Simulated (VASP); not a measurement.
# CaGe2Au2: interstitial Li from one void to a neighbouring one, part 2 of 2

How hard is this move in CaGe2Au2: interstitial Li from one void to a neighbouring one? Both ends are relaxed first, then a band of images between them. The start is a cell from a database of measured crystal structures.

VASP 6.6.1, plane waves and PAW; the level of theory is named at each step.

So far. Step 3 (Relax the start): The run ended after 18 ionic steps, 1.177 eV below its first step, once the forces on the free atoms met EDIFFG = -0.05. Step 4 (Relax the end): The run ended after 19 ionic steps, 1.215 eV below its first step, once the forces on the free atoms met EDIFFG = -0.05.

### 5. Nudged elastic band

Images on a straight line between the ends relax across the path, while springs keep them spaced along it.

File INCAR:

```
SYSTEM = LiCa4Ge8Au8
PREC = Normal
ENCUT = 280
EDIFF = 1E-05
NELM = 120
ISMEAR = 1
SIGMA = 0.15
LREAL = Auto
ALGO = Fast
GGA = PS
NBANDS = 97
LWAVE = .FALSE.
LCHARG = .FALSE.
IMAGES = 3
SPRING = -5
IBRION = 1
POTIM = 0.3
NSW = 60
EDIFFG = -0.05
ISYM = 0
ISIF = 0
```

File POSCAR:

```
LiCa4Ge8Au8
1.0
    0.0000000000      0.0000000000     10.3279839780
    4.4123825598     -4.4123825598      0.0000000000
    4.4123825598      4.4123825598    -10.3279839780
Au Ge Ca Li
8 8 4 1
Direct
    0.4968103008      0.2504128609      0.2495332247
    0.4995829168      0.2489240339      0.7496741535
    0.9984572558      0.7489766738      0.2492922973
    0.0159531296      0.7503140850      0.7495622628
    0.4970409297      0.7508957869      0.2501822564
    0.4869402473      0.7509721014      0.7490386611
    0.9946155342      0.2503574677      0.2491948631
    0.9964562414      0.2508736107      0.7497087783
    0.6177585616      0.0013839201      0.0020210953
    0.6235900073      0.9967399924      0.5041078115
    0.1153318609      0.5050774251      0.9959142487
    0.1146363698      0.4977557476      0.4986522228
    0.3858759537      0.0048000452      0.0044351075
    0.3778826612      0.9975801424      0.5002585109
    0.8741980530      0.5022554960      0.9965780901
    0.8765194486      0.4956843249      0.4946907326
    0.9539105234      0.9559982758      0.9543080075
    0.9987470833      0.0002487984      0.5000787770
    0.4974397005      0.4998766898      0.9991843762
    0.5454449184      0.5446319604      0.5449211559
    0.2467112921      0.2508614599      0.2492328620
```

File KPOINTS:

```
Automatic mesh
0
Gamma
3 3 3
0 0 0
```

File 00/POSCAR:

```
LiCa4Ge8Au8
1.0
    0.0000000000      0.0000000000     10.3279839780
    4.4123825598     -4.4123825598      0.0000000000
    4.4123825598      4.4123825598    -10.3279839780
Au Ge Ca Li
8 8 4 1
Direct
    0.4968103008      0.2504128609      0.2495332247
    0.4995829168      0.2489240339      0.7496741535
    0.9984572558      0.7489766738      0.2492922973
    0.0159531296      0.7503140850      0.7495622628
    0.4970409297      0.7508957869      0.2501822564
    0.4869402473      0.7509721014      0.7490386611
    0.9946155342      0.2503574677      0.2491948631
    0.9964562414      0.2508736107      0.7497087783
    0.6177585616      0.0013839201      0.0020210953
    0.6235900073      0.9967399924      0.5041078115
    0.1153318609      0.5050774251      0.9959142487
    0.1146363698      0.4977557476      0.4986522228
    0.3858759537      0.0048000452      0.0044351075
    0.3778826612      0.9975801424      0.5002585109
    0.8741980530      0.5022554960      0.9965780901
    0.8765194486      0.4956843249      0.4946907326
    0.9539105234      0.9559982758      0.9543080075
    0.9987470833      0.0002487984      0.5000787770
    0.4974397005      0.4998766898      0.9991843762
    0.5454449184      0.5446319604      0.5449211559
    0.2467112921      0.2508614599      0.2492328620
```

File 01/POSCAR:

```
LiCa4Ge8Au8
1.0
    0.0000000000      0.0000000000     10.3279839780
    4.4123825598     -4.4123825598      0.0000000000
    4.4123825598      4.4123825598    -10.3279839780
Au Ge Ca Li
8 8 4 1
Direct
    0.4965397416      0.2499676650      0.2496530211
    0.4962824676      0.2493191382      0.7500519287
    0.9985022711      0.7492813640      0.2502641828
    0.0115092857      0.7499215527      0.7502643896
    0.4967380318      0.7511592696      0.2499718180
    0.4893657576      0.7509358913      0.7486184350
    0.9956029106      0.2506230712      0.2493424210
    1.0014451516      0.2510493355      0.7502403934
    0.6180132574      0.0000473655      0.0022940711
    0.6242634096      0.9985036556      0.5047919476
    0.1156525280      0.5027485694      0.9966244882
    0.1140868498      0.4986295243      0.4986490660
    0.3857477744      0.0026147153      0.0043234985
    0.3783973226      0.9995762080      0.5008204793
    0.8740949584      0.5017585589      0.9968727885
    0.8760312224      0.4979568421      0.4947745822
    0.9539352259      0.9782452932      0.9548929317
    0.9987251574      0.0003516882      0.5003782946
    0.4976763867      0.4998114754      0.9995403678
    0.5454198062      0.5224084915      0.5451104393
    0.2471900579      0.1259456287      0.2499077558
```

File 02/POSCAR:

```
LiCa4Ge8Au8
1.0
    0.0000000000      0.0000000000     10.3279839780
    4.4123825598     -4.4123825598      0.0000000000
    4.4123825598      4.4123825598    -10.3279839780
Au Ge Ca Li
8 8 4 1
Direct
    0.4962691824      0.2495224692      0.2497728174
    0.4929820185      0.2497142424      0.7504297039
    0.9985472864      0.7495860542      0.2512360683
    0.0070654418      0.7495290204      0.7509665164
    0.4964351340      0.7514227522      0.2497613797
    0.4917912678      0.7508996812      0.7481982090
    0.9965902871      0.2508886747      0.2494899790
    1.0064340618      0.2512250602      0.7507720085
    0.6182679531     -0.0012891891      0.0025670470
    0.6249368120      1.0002673188      0.5054760838
    0.1159731952      0.5004197137      0.9973347278
    0.1135373297      0.4995033010      0.4986459092
    0.3856195952      0.0004293853      0.0042118895
    0.3789119840      1.0015722735      0.5013824478
    0.8739918637      0.5012616218      0.9971674868
    0.8755429962      0.5002293593      0.4948584319
    0.9539599284      1.0004923106      0.9554778558
    0.9987032316      0.0004545780      0.5006778122
    0.4979130729      0.4997462610      0.9998963594
    0.5453946940      0.5001850226      0.5452997227
    0.2476688238      0.0010297975      0.2505826496
```

File 03/POSCAR:

```
LiCa4Ge8Au8
1.0
    0.0000000000      0.0000000000     10.3279839780
    4.4123825598     -4.4123825598      0.0000000000
    4.4123825598      4.4123825598    -10.3279839780
Au Ge Ca Li
8 8 4 1
Direct
    0.4959986231      0.2490772734      0.2498926138
    0.4896815694      0.2501093466      0.7508074791
    0.9985923018      0.7498907443      0.2522079538
    0.0026215978      0.7491364882      0.7516686433
    0.4961322362      0.7516862349      0.2495509414
    0.4942167781      0.7508634711      0.7477779829
    0.9975776636      0.2511542782      0.2496375369
    1.0114229720      0.2514007850      0.7513036236
    0.6185226488     -0.0026257438      0.0028400228
    0.6256102144      1.0020309819      0.5061602199
    0.1162938624      0.4980908581      0.9980449673
    0.1129878096      0.5003770777      0.4986427524
    0.3854914159     -0.0017559446      0.0041002804
    0.3794266453      1.0035683391      0.5019444162
    0.8738887690      0.5007646846      0.9974621852
    0.8750547700      0.5025018765      0.4949422816
    0.9539846308      1.0227393281      0.9560627800
    0.9986813057      0.0005574678      0.5009773298
    0.4981497591      0.4996810466      1.0002523510
    0.5453695818      0.4779615536      0.5454890061
    0.2481475896     -0.1238860337      0.2512575434
```

File 04/POSCAR:

```
LiCa4Ge8Au8
1.0
    0.0000000000      0.0000000000     10.3279839780
    4.4123825598     -4.4123825598      0.0000000000
    4.4123825598      4.4123825598    -10.3279839780
Au Ge Ca Li
8 8 4 1
Direct
    0.4957280639      0.2486320775      0.2500124102
    0.4863811202      0.2505044509      0.7511852543
    0.9986373171      0.7501954345      0.2531798393
   -0.0018222461      0.7487439559      0.7523707701
    0.4958293383      0.7519497176      0.2493405030
    0.4966422884      0.7508272610      0.7473577568
    0.9985650400      0.2514198817      0.2497850948
    1.0164118822      0.2515765098      0.7518352387
    0.6187773446     -0.0039622984      0.0031129986
    0.6262836167      1.0037946451      0.5068443560
    0.1166145295      0.4957620024      0.9987552068
    0.1124382896      0.5012508544      0.4986395956
    0.3853632366     -0.0039412745      0.0039886714
    0.3799413067      1.0055644047      0.5025063846
    0.8737856744      0.5002677475      0.9977568836
    0.8745665438      0.5047743937      0.4950261312
    0.9540093333      1.0449863455      0.9566477042
    0.9986593798      0.0006603576      0.5012768474
    0.4983864453      0.4996158322      1.0006083426
    0.5453444696      0.4557380847      0.5456782895
    0.2486263554     -0.2488018649      0.2519324372
```

Potentials, in the order of the species: Au, Ge, Ca_pv and Li (PBE family, release 64).

The run is started by

```sh
$ mpirun -np 3 vasp_std
```

Run time: 68 min. Hardware: 3 MPI ranks of AMD EPYC 9R45, shared host; peak memory 0.96 GiB; 3.4 h of CPU time.

The path, image by image:

| image | path (A) | energy (eV) | Li21: x, y, z (Å) |
| --- | --- | --- | --- |
| 0 | 0.000 | 0.0000 | 2.207, -0.007, -0.026 |
| 1 | 1.453 | 0.1346 | 1.844, 0.620, 0.001 |
| 2 | 2.895 | 0.7717 | 1.315, 1.291, -0.016 |
| 3 | 4.336 | 0.1480 | 0.633, 1.822, 0.005 |
| 4 | 5.785 | -0.0020 | 0.014, 2.209, -0.034 |

This step gave:

* electronic cycles: 293
* path length (all atoms, rigid shifts included): 5.785 Å
* barrier: 0.7717 eV
* barrier in the reverse direction: 0.7738 eV
* barrier from a spline through the images: 0.7717 eV
* reaction energy: -0.002029 eV

What the program prints for this run, and its count of cycles, belong to image 1; the force that counts for the threshold is the band's, across the path.

### 6. What came out

| Item | Value |
| --- | --- |
| hop | interstitial Li from one void to a neighbouring one |
| barrier | 0.772 eV |
| barrier in the reverse direction | 0.774 eV |
| barrier from a spline through the images | 0.772 eV |
| reaction energy | -0.00203 eV |
| path length (all atoms, rigid shifts included) | 5.79 Å |

**Reading.** The barrier is 0.77 eV forwards and 0.77 eV backwards. With an attempt frequency of 10¹³ per second, taken as a typical value, this barrier gives about 10^0 hops a second at 300 K. Both ends are alike and an image sits at the midpoint, which is the saddle if the path is symmetric. The band met its force threshold after 27 steps. Cell and mesh are small and were not tested. The band started on a straight line, so other routes may lie lower.

[Lines on the potential files, build, host, timing and source positions are cut from VASP's logs without a mark.]

[Logs are printed without paths, hosts, clocks, repeated set-up lines and the standing remarks that a program may print on its own settings, such as how far it seeks lower states.]

[Hosts, paths, dates, database ids (printed as entryN), source tags and the programs' standing remarks are cut or masked in the printed files.]

[Runs that stopped without an error message from VASP are left out.]
